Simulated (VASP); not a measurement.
# GaGe (F-43m) in VASP: further runs, part 6 of 8

VASP 6.6.1. The steps go on from the part before.

**77. Equation of state, r2SCAN, 25.06 Å³/atom**

Contents of INCAR:

```
PREC     = Accurate       # precision mode
ENCUT    = 450            # plane-wave cutoff, eV
EDIFF    = 1E-6           # SCF threshold, eV
ISMEAR   = -1             # smearing method
SIGMA    = 0.1            # smearing width, eV
LREAL    = F              # projectors in reciprocal space
LASPH    = T              # aspherical terms in the spheres
NELM     = 100            # most SCF steps
ALGO     = Normal         # electronic algorithm
ISIF     = 2              # what is computed and relaxed
LWAVE    = F              # write WAVECAR
LCHARG   = F              # write CHGCAR
METAGGA  = R2SCAN         # meta-GGA
LMIXTAU  = T            
ADDGRID  = F
```

Contents of KPOINTS:

```
regular mesh
0
Gamma
  10 10 10
```

Contents of POSCAR:

```
GaGe
1.0
    0.0000000000      2.9265373908      2.9265373908
    2.9265373908      0.0000000000      2.9265373908
    2.9265373908      2.9265373908      0.0000000000
Ge Ga
1 1
Direct
    0.0000000000      0.0000000000      0.0000000000
    0.2500000000      0.2500000000      0.2500000000
```

Command:

```console
$ cat potpaw_PBE.64/Ge/POTCAR potpaw_PBE.64/Ga/POTCAR > POTCAR
$ mpirun -np 1 vasp_std > vasp.out
```

Wall time 51 s (1 thread of Intel Xeon Platinum 8488C (Sapphire Rapids), shared host); peak memory 0.17 GiB.

These settings aren't checked as converged: the numbers below hold their error.

Results:

* Free energy: -24.9102 eV
* Pressure: -3.5 GPa
* Band gap on the k mesh: none (metal or under the smearing width)

Caveat: the PAW data sets were made with another functional, which shifts forces and pressure a little.

**78. Equation of state, r2SCAN, 23.60 Å³/atom**

Edit INCAR of step 77 so:

```diff
@@ -1,3 +1,3 @@
 PREC     = Accurate       # precision mode
-ENCUT    = 450            # plane-wave cutoff, eV
+ENCUT    = 550            # plane-wave cutoff, eV
 EDIFF    = 1E-6           # SCF threshold, eV
```

KPOINTS is that of step 77.

Contents of POSCAR:

```
GaGe
1.0
    0.0000000000      2.8685708471      2.8685708471
    2.8685708471      0.0000000000      2.8685708471
    2.8685708471      2.8685708471      0.0000000000
Ge Ga
1 1
Direct
    0.0000000000      0.0000000000      0.0000000000
    0.2500000000      0.2500000000      0.2500000000
```

Potentials or basis: VASP PAW PBE potentials, release 64 (Ge, Ga).

Command:

```console
$ cat potpaw_PBE.64/Ge/POTCAR potpaw_PBE.64/Ga/POTCAR > POTCAR
$ mpirun -np 1 vasp_std > vasp.out
```

Run time: 41 s. Hardware: 1 thread of Intel Xeon Platinum 8488C (Sapphire Rapids), shared host; peak memory 0.19 GiB.

These settings aren't checked as converged: the numbers below hold their error.

Results:

- Free energy: -24.9505 eV
- Pressure: -0.6 GPa
- Band gap on the k mesh: none (metal or under the smearing width)

Caveat: the PAW data sets were made with another functional, which shifts forces and pressure a little.

**79. Equation of state, r2SCAN, 25.06 Å³/atom**

INCAR is that of step 78.

KPOINTS is that of step 78.

Contents of POSCAR:

```
GaGe
1.0
    0.0000000000      2.9265373908      2.9265373908
    2.9265373908      0.0000000000      2.9265373908
    2.9265373908      2.9265373908      0.0000000000
Ge Ga
1 1
Direct
    0.0000000000      0.0000000000      0.0000000000
    0.2500000000      0.2500000000      0.2500000000
```

Command:

```console
$ cat potpaw_PBE.64/Ge/POTCAR potpaw_PBE.64/Ga/POTCAR > POTCAR
$ mpirun -np 1 vasp_std > vasp.out
```

Wall time 41 s (1 thread of Intel Xeon Platinum 8488C (Sapphire Rapids), shared host); peak memory 0.19 GiB.

The run converged, but some of its settings lie outside the range that counts as converged, so its numbers aren't taken as properties of the crystal.

What came out:

| Property | Result |
| --- | --- |
| Free energy | -24.9107 eV |
| Pressure | -3.5 GPa |
| Band gap on the k mesh | none (metal or under the smearing width) |

Caveat: the PAW data sets were made with another functional, which shifts forces and pressure a little.

**80. Equation of state, r2SCAN, 23.60 Å³/atom**

Edit INCAR of step 79 so:

```diff
@@ -1,3 +1,3 @@
 PREC     = Accurate       # precision mode
-ENCUT    = 550            # plane-wave cutoff, eV
+ENCUT    = 300            # plane-wave cutoff, eV
 EDIFF    = 1E-6           # SCF threshold, eV
```

Contents of KPOINTS:

```
regular mesh
0
Gamma
  17 17 17
```

Contents of POSCAR:

```
GaGe
1.0
    0.0000000000      2.8685708471      2.8685708471
    2.8685708471      0.0000000000      2.8685708471
    2.8685708471      2.8685708471      0.0000000000
Ge Ga
1 1
Direct
    0.0000000000      0.0000000000      0.0000000000
    0.2500000000      0.2500000000      0.2500000000
```

Command:

```console
$ cat potpaw_PBE.64/Ge/POTCAR potpaw_PBE.64/Ga/POTCAR > POTCAR
$ mpirun -np 1 vasp_std > vasp.out
```

It took 50 s on 1 thread of Intel Xeon Platinum 8488C (Sapphire Rapids), shared host; peak memory 0.16 GiB.

These settings aren't checked as converged: the numbers below hold their error.

What came out:

```
Free energy            : -24.9467 eV
Pressure               : -0.6 GPa
Band gap on the k mesh : none (metal or under the smearing width)
```

Caveat: the PAW data sets were made with another functional, which shifts forces and pressure a little.

**81. Equation of state, r2SCAN, 25.06 Å³/atom**

INCAR is that of step 80.

KPOINTS is that of step 80.

Contents of POSCAR:

```
GaGe
1.0
    0.0000000000      2.9265373908      2.9265373908
    2.9265373908      0.0000000000      2.9265373908
    2.9265373908      2.9265373908      0.0000000000
Ge Ga
1 1
Direct
    0.0000000000      0.0000000000      0.0000000000
    0.2500000000      0.2500000000      0.2500000000
```

Potentials or basis: VASP PAW PBE potentials, release 64 (Ge, Ga).

Command:

```console
$ cat potpaw_PBE.64/Ge/POTCAR potpaw_PBE.64/Ga/POTCAR > POTCAR
$ mpirun -np 1 vasp_std > vasp.out
```

Wall time 52 s (1 thread of Intel Xeon Platinum 8488C (Sapphire Rapids), shared host); peak memory 0.16 GiB.

These settings aren't checked as converged: the numbers below hold their error.

What came out:

- Free energy: -24.9081 eV
- Pressure: -3.5 GPa
- Band gap on the k mesh: none (metal or under the smearing width)

Caveat: the PAW data sets were made with another functional, which shifts forces and pressure a little.

**82. Equation of state, r2SCAN, 23.60 Å³/atom**

Edit INCAR of step 81 so:

```diff
@@ -1,3 +1,3 @@
 PREC     = Accurate       # precision mode
-ENCUT    = 300            # plane-wave cutoff, eV
+ENCUT    = 350            # plane-wave cutoff, eV
 EDIFF    = 1E-6           # SCF threshold, eV
```

KPOINTS is that of step 81.

Contents of POSCAR:

```
GaGe
1.0
    0.0000000000      2.8685708471      2.8685708471
    2.8685708471      0.0000000000      2.8685708471
    2.8685708471      2.8685708471      0.0000000000
Ge Ga
1 1
Direct
    0.0000000000      0.0000000000      0.0000000000
    0.2500000000      0.2500000000      0.2500000000
```

Command:

```console
$ cat potpaw_PBE.64/Ge/POTCAR potpaw_PBE.64/Ga/POTCAR > POTCAR
$ mpirun -np 1 vasp_std > vasp.out
```

It took 1.9 min on 1 thread of Intel Xeon Platinum 8488C (Sapphire Rapids), shared host; peak memory 0.19 GiB.

The run converged, but some of its settings lie outside the range that counts as converged, so its numbers aren't taken as properties of the crystal.

Results:

| Quantity | Value |
| --- | --- |
| Free energy | -24.9478 eV |
| Pressure | -0.6 GPa |
| Band gap on the k mesh | none (metal or under the smearing width) |

Caveat: the PAW data sets were made with another functional, which shifts forces and pressure a little.

**83. Equation of state, r2SCAN, 25.06 Å³/atom**

INCAR is that of step 82.

KPOINTS is that of step 82.

Contents of POSCAR:

```
GaGe
1.0
    0.0000000000      2.9265373908      2.9265373908
    2.9265373908      0.0000000000      2.9265373908
    2.9265373908      2.9265373908      0.0000000000
Ge Ga
1 1
Direct
    0.0000000000      0.0000000000      0.0000000000
    0.2500000000      0.2500000000      0.2500000000
```

Command:

```console
$ cat potpaw_PBE.64/Ge/POTCAR potpaw_PBE.64/Ga/POTCAR > POTCAR
$ mpirun -np 1 vasp_std > vasp.out
```

It took 1.8 min on 1 thread of Intel Xeon Platinum 8488C (Sapphire Rapids), shared host; peak memory 0.19 GiB.

The run converged, but some of its settings lie outside the range that counts as converged, so its numbers aren't taken as properties of the crystal.

Results:

* Free energy: -24.9093 eV
* Pressure: -3.5 GPa
* Band gap on the k mesh: none (metal or under the smearing width)

Caveat: the PAW data sets were made with another functional, which shifts forces and pressure a little.

**84. Equation of state, r2SCAN, 23.60 Å³/atom**

Edit INCAR of step 83 so:

```diff
@@ -1,3 +1,3 @@
 PREC     = Accurate       # precision mode
-ENCUT    = 350            # plane-wave cutoff, eV
+ENCUT    = 400            # plane-wave cutoff, eV
 EDIFF    = 1E-6           # SCF threshold, eV
```

KPOINTS is that of step 83.

Contents of POSCAR:

```
GaGe
1.0
    0.0000000000      2.8685708471      2.8685708471
    2.8685708471      0.0000000000      2.8685708471
    2.8685708471      2.8685708471      0.0000000000
Ge Ga
1 1
Direct
    0.0000000000      0.0000000000      0.0000000000
    0.2500000000      0.2500000000      0.2500000000
```

Potentials or basis: VASP PAW PBE potentials, release 64 (Ge, Ga).

Command:

```console
$ cat potpaw_PBE.64/Ge/POTCAR potpaw_PBE.64/Ga/POTCAR > POTCAR
$ mpirun -np 1 vasp_std > vasp.out
```

Run time: 1.8 min. Hardware: 1 thread of Intel Xeon Platinum 8488C (Sapphire Rapids), shared host; peak memory 0.2 GiB.

These settings aren't checked as converged: the numbers below hold their error.

What came out:

```yaml
Free_energy: -24.9483 eV
Pressure: -0.6 GPa
Band_gap_on_the_k_mesh: none (metal or under the smearing width)
```

Caveat: the PAW data sets were made with another functional, which shifts forces and pressure a little.

**85. Equation of state, r2SCAN, 25.06 Å³/atom**

INCAR is that of step 84.

KPOINTS is that of step 84.

Contents of POSCAR:

```
GaGe
1.0
    0.0000000000      2.9265373908      2.9265373908
    2.9265373908      0.0000000000      2.9265373908
    2.9265373908      2.9265373908      0.0000000000
Ge Ga
1 1
Direct
    0.0000000000      0.0000000000      0.0000000000
    0.2500000000      0.2500000000      0.2500000000
```

Command:

```console
$ cat potpaw_PBE.64/Ge/POTCAR potpaw_PBE.64/Ga/POTCAR > POTCAR
$ mpirun -np 1 vasp_std > vasp.out
```

Run time: 2 min. Hardware: 1 thread of Intel Xeon Platinum 8488C (Sapphire Rapids), shared host; peak memory 0.21 GiB.

The run converged, but some of its settings lie outside the range that counts as converged, so its numbers aren't taken as properties of the crystal.

Results:

```
Free energy            : -24.9098 eV
Pressure               : -3.5 GPa
Band gap on the k mesh : none (metal or under the smearing width)
```

Caveat: the PAW data sets were made with another functional, which shifts forces and pressure a little.

**86. Equation of state, r2SCAN, 23.60 Å³/atom**

Edit INCAR of step 85 so:

```diff
@@ -1,3 +1,3 @@
 PREC     = Accurate       # precision mode
-ENCUT    = 400            # plane-wave cutoff, eV
+ENCUT    = 450            # plane-wave cutoff, eV
 EDIFF    = 1E-6           # SCF threshold, eV
```

KPOINTS is that of step 85.

Contents of POSCAR:

```
GaGe
1.0
    0.0000000000      2.8685708471      2.8685708471
    2.8685708471      0.0000000000      2.8685708471
    2.8685708471      2.8685708471      0.0000000000
Ge Ga
1 1
Direct
    0.0000000000      0.0000000000      0.0000000000
    0.2500000000      0.2500000000      0.2500000000
```

Command:

```console
$ cat potpaw_PBE.64/Ge/POTCAR potpaw_PBE.64/Ga/POTCAR > POTCAR
$ mpirun -np 1 vasp_std > vasp.out
```

Wall time 1.8 min (1 thread of Intel Xeon Platinum 8488C (Sapphire Rapids), shared host); peak memory 0.21 GiB.

The run converged, but some of its settings lie outside the range that counts as converged, so its numbers aren't taken as properties of the crystal.

What came out:

```yaml
Free_energy: -24.9485 eV
Pressure: -0.6 GPa
Band_gap_on_the_k_mesh: none (metal or under the smearing width)
```

Caveat: the PAW data sets were made with another functional, which shifts forces and pressure a little.

**87. Equation of state, r2SCAN, 25.06 Å³/atom**

INCAR is that of step 86.

KPOINTS is that of step 86.

Contents of POSCAR:

```
GaGe
1.0
    0.0000000000      2.9265373908      2.9265373908
    2.9265373908      0.0000000000      2.9265373908
    2.9265373908      2.9265373908      0.0000000000
Ge Ga
1 1
Direct
    0.0000000000      0.0000000000      0.0000000000
    0.2500000000      0.2500000000      0.2500000000
```

Potentials or basis: VASP PAW PBE potentials, release 64 (Ge, Ga).

Command:

```console
$ cat potpaw_PBE.64/Ge/POTCAR potpaw_PBE.64/Ga/POTCAR > POTCAR
$ mpirun -np 1 vasp_std > vasp.out
```

It took 2.6 min on 1 thread of Intel Xeon Platinum 8488C (Sapphire Rapids), shared host; peak memory 0.21 GiB.

The run converged, but some of its settings lie outside the range that counts as converged, so its numbers aren't taken as properties of the crystal.

Results:

| Item | Value |
| --- | --- |
| Free energy | -24.9100 eV |
| Pressure | -3.5 GPa |
| Band gap on the k mesh | none (metal or under the smearing width) |

Caveat: the PAW data sets were made with another functional, which shifts forces and pressure a little.

**88. Equation of state, r2SCAN, 23.60 Å³/atom**

Edit INCAR of step 87 so:

```diff
@@ -4,3 +4,3 @@
 ISMEAR   = -1             # smearing method
-SIGMA    = 0.1            # smearing width, eV
+SIGMA    = 0.4            # smearing width, eV
 LREAL    = F              # projectors in reciprocal space
```

KPOINTS is that of step 87.

Contents of POSCAR:

```
GaGe
1.0
    0.0000000000      2.8685708471      2.8685708471
    2.8685708471      0.0000000000      2.8685708471
    2.8685708471      2.8685708471      0.0000000000
Ge Ga
1 1
Direct
    0.0000000000      0.0000000000      0.0000000000
    0.2500000000      0.2500000000      0.2500000000
```

Command:

```console
$ cat potpaw_PBE.64/Ge/POTCAR potpaw_PBE.64/Ga/POTCAR > POTCAR
$ mpirun -np 1 vasp_std > vasp.out
```

Wall time 2 min (1 thread of Intel Xeon Platinum 8488C (Sapphire Rapids), shared host); peak memory 0.21 GiB.

These settings aren't checked as converged: the numbers below hold their error.

What came out:

* Free energy: -25.2023 eV
* Pressure: 0.2 GPa
* Band gap on the k mesh: none (metal or under the smearing width)

Caveat: the PAW data sets were made with another functional, which shifts forces and pressure a little.

**89. Equation of state, r2SCAN, 25.06 Å³/atom**

INCAR is that of step 88.

KPOINTS is that of step 88.

Contents of POSCAR:

```
GaGe
1.0
    0.0000000000      2.9265373908      2.9265373908
    2.9265373908      0.0000000000      2.9265373908
    2.9265373908      2.9265373908      0.0000000000
Ge Ga
1 1
Direct
    0.0000000000      0.0000000000      0.0000000000
    0.2500000000      0.2500000000      0.2500000000
```

Command:

```console
$ cat potpaw_PBE.64/Ge/POTCAR potpaw_PBE.64/Ga/POTCAR > POTCAR
$ mpirun -np 1 vasp_std > vasp.out
```

Wall time 2.6 min (1 thread of Intel Xeon Platinum 8488C (Sapphire Rapids), shared host); peak memory 0.22 GiB.

These settings aren't checked as converged: the numbers below hold their error.

What came out:

| Property | Result |
| --- | --- |
| Free energy | -25.1783 eV |
| Pressure | -2.7 GPa |
| Band gap on the k mesh | none (metal or under the smearing width) |

Caveat: the PAW data sets were made with another functional, which shifts forces and pressure a little.

**90. Equation of state, r2SCAN, 23.60 Å³/atom**

Edit INCAR of step 89 so:

```diff
@@ -4,3 +4,3 @@
 ISMEAR   = -1             # smearing method
-SIGMA    = 0.4            # smearing width, eV
+SIGMA    = 0.2            # smearing width, eV
 LREAL    = F              # projectors in reciprocal space
```

KPOINTS is that of step 89.

Contents of POSCAR:

```
GaGe
1.0
    0.0000000000      2.8685708471      2.8685708471
    2.8685708471      0.0000000000      2.8685708471
    2.8685708471      2.8685708471      0.0000000000
Ge Ga
1 1
Direct
    0.0000000000      0.0000000000      0.0000000000
    0.2500000000      0.2500000000      0.2500000000
```

Potentials or basis: VASP PAW PBE potentials, release 64 (Ge, Ga).

Command:

```console
$ cat potpaw_PBE.64/Ge/POTCAR potpaw_PBE.64/Ga/POTCAR > POTCAR
$ mpirun -np 1 vasp_std > vasp.out
```

Run time: 1.9 min. Hardware: 1 thread of Intel Xeon Platinum 8488C (Sapphire Rapids), shared host; peak memory 0.2 GiB.

The run converged, but some of its settings lie outside the range that counts as converged, so its numbers aren't taken as properties of the crystal.

Results:

```yaml
Free_energy: -25.0029 eV
Pressure: -0.4 GPa
Band_gap_on_the_k_mesh: none (metal or under the smearing width)
```

Caveat: the PAW data sets were made with another functional, which shifts forces and pressure a little.

**91. Equation of state, r2SCAN, 25.06 Å³/atom**

INCAR is that of step 90.

KPOINTS is that of step 90.

Contents of POSCAR:

```
GaGe
1.0
    0.0000000000      2.9265373908      2.9265373908
    2.9265373908      0.0000000000      2.9265373908
    2.9265373908      2.9265373908      0.0000000000
Ge Ga
1 1
Direct
    0.0000000000      0.0000000000      0.0000000000
    0.2500000000      0.2500000000      0.2500000000
```

Command:

```console
$ cat potpaw_PBE.64/Ge/POTCAR potpaw_PBE.64/Ga/POTCAR > POTCAR
$ mpirun -np 1 vasp_std > vasp.out
```

Run time: 2.7 min. Hardware: 1 thread of Intel Xeon Platinum 8488C (Sapphire Rapids), shared host; peak memory 0.21 GiB.

These settings aren't checked as converged: the numbers below hold their error.

Results:

```yaml
Free_energy: -24.9682 eV
Pressure: -3.3 GPa
Band_gap_on_the_k_mesh: none (metal or under the smearing width)
```

Caveat: the PAW data sets were made with another functional, which shifts forces and pressure a little.

**92. Equation of state, r2SCAN, 23.60 Å³/atom**

Edit INCAR of step 91 so:

```diff
@@ -4,3 +4,3 @@
 ISMEAR   = -1             # smearing method
-SIGMA    = 0.2            # smearing width, eV
+SIGMA    = 0.05           # smearing width, eV
 LREAL    = F              # projectors in reciprocal space
```

KPOINTS is that of step 91.

Contents of POSCAR:

```
GaGe
1.0
    0.0000000000      2.8685708471      2.8685708471
    2.8685708471      0.0000000000      2.8685708471
    2.8685708471      2.8685708471      0.0000000000
Ge Ga
1 1
Direct
    0.0000000000      0.0000000000      0.0000000000
    0.2500000000      0.2500000000      0.2500000000
```

Command:

```console
$ cat potpaw_PBE.64/Ge/POTCAR potpaw_PBE.64/Ga/POTCAR > POTCAR
$ mpirun -np 1 vasp_std > vasp.out
```

It took 1.9 min on 1 thread of Intel Xeon Platinum 8488C (Sapphire Rapids), shared host; peak memory 0.21 GiB.

These settings aren't checked as converged: the numbers below hold their error.

What came out:

```
Free energy            : -24.9346 eV
Pressure               : -0.6 GPa
Band gap on the k mesh : none (metal or under the smearing width)
```

Caveat: the PAW data sets were made with another functional, which shifts forces and pressure a little.

**93. Equation of state, r2SCAN, 25.06 Å³/atom**

INCAR is that of step 92.

KPOINTS is that of step 92.

Contents of POSCAR:

```
GaGe
1.0
    0.0000000000      2.9265373908      2.9265373908
    2.9265373908      0.0000000000      2.9265373908
    2.9265373908      2.9265373908      0.0000000000
Ge Ga
1 1
Direct
    0.0000000000      0.0000000000      0.0000000000
    0.2500000000      0.2500000000      0.2500000000
```

Potentials or basis: VASP PAW PBE potentials, release 64 (Ge, Ga).

Command:

```console
$ cat potpaw_PBE.64/Ge/POTCAR potpaw_PBE.64/Ga/POTCAR > POTCAR
$ mpirun -np 1 vasp_std > vasp.out
```

Wall time 2.6 min (1 thread of Intel Xeon Platinum 8488C (Sapphire Rapids), shared host); peak memory 0.21 GiB.

These settings aren't checked as converged: the numbers below hold their error.

Results:

| Quantity | Value |
| --- | --- |
| Free energy | -24.8950 eV |
| Pressure | -3.5 GPa |
| Band gap on the k mesh | none (metal or under the smearing width) |

Caveat: the PAW data sets were made with another functional, which shifts forces and pressure a little.

**94. Equation of state, r2SCAN, 23.60 Å³/atom**

Edit INCAR of step 93 so:

```diff
@@ -4,3 +4,3 @@
 ISMEAR   = -1             # smearing method
-SIGMA    = 0.05           # smearing width, eV
+SIGMA    = 0.02           # smearing width, eV
 LREAL    = F              # projectors in reciprocal space
```

KPOINTS is that of step 93.

Contents of POSCAR:

```
GaGe
1.0
    0.0000000000      2.8685708471      2.8685708471
    2.8685708471      0.0000000000      2.8685708471
    2.8685708471      2.8685708471      0.0000000000
Ge Ga
1 1
Direct
    0.0000000000      0.0000000000      0.0000000000
    0.2500000000      0.2500000000      0.2500000000
```

Command:

```console
$ cat potpaw_PBE.64/Ge/POTCAR potpaw_PBE.64/Ga/POTCAR > POTCAR
$ mpirun -np 1 vasp_std > vasp.out
```

Wall time 1.9 min (1 thread of Intel Xeon Platinum 8488C (Sapphire Rapids), shared host); peak memory 0.21 GiB.

The run converged, but some of its settings lie outside the range that counts as converged, so its numbers aren't taken as properties of the crystal.

What came out:

| Quantity | Value |
| --- | --- |
| Free energy | -24.9306 eV |
| Pressure | -0.7 GPa |
| Band gap on the k mesh | none (metal or under the smearing width) |

Caveat: the PAW data sets were made with another functional, which shifts forces and pressure a little.

(Part 6 of 8 ends here.)
